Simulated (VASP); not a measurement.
A run of VASP 6.6.1:

The input INCAR:

```
SYSTEM = IrRu
  PREC = Accurate
  ENCUT = 520
  EDIFF = 1E-7
  ISMEAR = -1
  SIGMA = 0.05
  LREAL = .False.
  LASPH = .True.
  NELM = 60
  ALGO = Normal
  ISIF = 2
  LWAVE = .False.
  LCHARG = .True.
  GGA = PS
  LELF = .True.
  LVHAR = .True.
  NBANDS = 18
```

Contents of KPOINTS:

```
Automatic mesh
0
Gamma
  11 11 11
  0 0 0
```

POSCAR

```
IrRu
1.0
    1.3481429083      0.7783506710      4.4257826307
   -1.3481429083      0.7783506710      4.4257826307
    0.0000000000     -1.5567013420      4.4257826307
Ir Ru
1 1
Direct
    0.0008750000     -0.0029190000      0.0033310000
    0.4950820000      0.5014020000      0.5027280000
```

Potentials or basis: VASP PAW PBE potentials, release 64 (Ir, Ru_pv).

Launch:

```sh
$ cat potpaw_PBE.64/Ir/POTCAR potpaw_PBE.64/Ru_pv/POTCAR > POTCAR
$ mpirun -np 1 vasp_std > vasp.out
```

Hardware: 1 thread of AMD EPYC 9R14 (Zen 4), on a shared host.

Estimate the wall time of this run.

Wall time 8.6 min on 1 thread of AMD EPYC 9R14 (Zen 4), with other jobs on the host, peak memory 0.47 GiB. Counts: scf iterations 15, k points 666.
